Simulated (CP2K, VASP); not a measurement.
A VASP calculation is set up with these files.

**INCAR**
```
ALGO = Normal
EDIFF = 1E-6
ENCUT = 300
GGA = PE
ISIF = 2
ISMEAR = 0
LASPH = .True.
LCHARG = .False.
LMAXMIX = 4
LREAL = .False.
LWAVE = .False.
NELM = 100
PREC = Accurate
SIGMA = 0.136
SYSTEM = NiAl
```

KPOINTS:
```
Automatic mesh
0
Gamma
9 9 9
0 0 0
```

**POSCAR**
```
NiAl
1
    2.8900000000     0.0000000000     0.0000000000
    0.0000000000     2.8900000000     0.0000000000
    0.0000000000     0.0000000000     2.8900000000
Al Ni
1 1
Direct
  0.5000000000   0.5000000000   0.5000000000
  0.0000000000   0.0000000000   0.0000000000
```

POTCAR, in this order: Al Ni (PBE.64 set). Program: vasp_std.

Problem. Write an input for CP2K that does the same calculation.

Solution. One input that does it (PBE, GPW, DZVP-MOLOPT-SR-GTH basis, GTH-PBE potentials (GTH_POTENTIALS)):
```
&GLOBAL
  PROJECT calc
  RUN_TYPE ENERGY_FORCE
  PRINT_LEVEL MEDIUM
&END GLOBAL
&FORCE_EVAL
  METHOD Quickstep
  STRESS_TENSOR ANALYTICAL
  &DFT
    BASIS_SET_FILE_NAME BASIS_MOLOPT
    POTENTIAL_FILE_NAME GTH_POTENTIALS
    &QS
      METHOD GPW
      EPS_DEFAULT 1E-10
    &END QS
    &MGRID
      CUTOFF 600
      REL_CUTOFF 50
      NGRIDS 5
    &END MGRID
    &SCF
      SCF_GUESS ATOMIC
      EPS_SCF 1E-6
      MAX_SCF 100
      ADDED_MOS 5
      &DIAGONALIZATION
        ALGORITHM STANDARD
      &END DIAGONALIZATION
      &MIXING
        METHOD BROYDEN_MIXING
        ALPHA 0.2
        NBUFFER 10
        BETA 1.5
      &END MIXING
      &SMEAR ON
        METHOD GAUSSIAN
        SIGMA [eV] 0.136
      &END SMEAR
    &END SCF
    &KPOINTS
      SCHEME MONKHORST-PACK 9 9 9
    &END KPOINTS
    &XC
      &XC_FUNCTIONAL PBE
      &END XC_FUNCTIONAL
    &END XC
    &PRINT
      &MO
        EIGENVALUES T
        OCCUPATION_NUMBERS T
        NDIGITS 8
        FILENAME mo
        &EACH
          QS_SCF 0
        &END EACH
        ADD_LAST NUMERIC
      &END MO
      &MULLIKEN ON
      &END MULLIKEN
    &END PRINT
  &END DFT
  &SUBSYS
    &CELL
      A 2.89000000 0.00000000 0.00000000
      B 0.00000000 2.89000000 0.00000000
      C 0.00000000 0.00000000 2.89000000
      PERIODIC XYZ
    &END CELL
    &COORD
      SCALED
      Al       0.50000000     0.50000000     0.50000000
      Ni       0.00000000     0.00000000     0.00000000
    &END COORD
    &KIND Al
      BASIS_SET DZVP-MOLOPT-SR-GTH-q3
      POTENTIAL GTH-PBE-q3
    &END KIND
    &KIND Ni
      BASIS_SET DZVP-MOLOPT-SR-GTH-q18
      POTENTIAL GTH-PBE-q18
    &END KIND
  &END SUBSYS
  &PRINT
    &FORCES ON
    &END FORCES
    &STRESS_TENSOR ON
    &END STRESS_TENSOR
  &END PRINT
&END FORCE_EVAL
```
Both are inputs of real runs that ended normally. What can't carry over is the choice of potentials or basis and its cut-off, and each code's defaults.

The structure is a typed NiAl crystal (Pm-3m). The cell was not relaxed at this level, and it may have been scaled.
